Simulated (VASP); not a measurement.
VASP ran on this input.

File KPOINTS:
```
K-points
0
gamma
 11 11 11
```

**POSCAR**
```
HgSe
1
    0.0000000000     2.9685893771     2.9685893771
    2.9685893771     0.0000000000     2.9685893771
    2.9685893771     2.9685893771     0.0000000000
Hg Se
1 1
Direct
  0.0000000000   0.0000000000   0.0000000000
  0.2500000000   0.2500000000   0.2500000000
```

INCAR:
```
# general
SYSTEM  = HgSe
PREC    = Accurate
ENCUT   = 500
LREAL   = .FALSE.
LASPH   = .TRUE.

# electronic loop
EDIFF   = 1E-6
NELM    = 100
ALGO    = Normal
LMAXMIX = 6

# smearing
ISMEAR  = 1
SIGMA   = 0.1

# ions
IBRION  = 2
NSW     = 40
ISIF    = 3
EDIFFG  = -0.02
PSTRESS = 100

# output
LWAVE   = .FALSE.
LCHARG  = .FALSE.
```

POTCAR, in this order: Hg Se (LDA.64 set). Program: vasp_std.

Problem. Write an equivalent input for Ansatz.

Solution. One equivalent input (not run):
Ansatz 0.2 input:
```yaml
crystal:
  lattice:
    - [0.0000000, 2.9685894, 2.9685894]
    - [2.9685894, 0.0000000, 2.9685894]
    - [2.9685894, 2.9685894, 0.0000000]
  atoms:
    - { symbol: Hg, position: [0.0000000, 0.0000000, 0.0000000] }
    - { symbol: Se, position: [0.2500000, 0.2500000, 0.2500000] }
kpoints:
  mp_grid: { grid: [11, 11, 11] }
hamiltonian:
  xc: lda
  pseudopotentials: { kind: paw }
scf:
  occupations: { method: methfessel_paxton, width: 0.1 }
  max_iter: 100
relax:
  max_steps: 40
  f_tol: 0.02
  cell: { p_target: 10 }
output: { forces: true, stress: true, eigenvalues: true }
```
What does not carry over: each code has its own PAW files, so the cut-off isn't converted (ENCUT is set for VASP's; basis.ecutwfc is left out, and Ansatz then takes the one that its files recommend); Ansatz stops its SCF on the density residual and VASP on the energy change (EDIFF); Ansatz's lda is the Perdew-Wang form, while the LDA potentials of VASP carry Perdew-Zunger's.

The compound is HgSe in the zinc blende structure. This run relaxes it under an external pressure of 10 GPa. Symmetry was kept, so distortions that lower it aren't found.
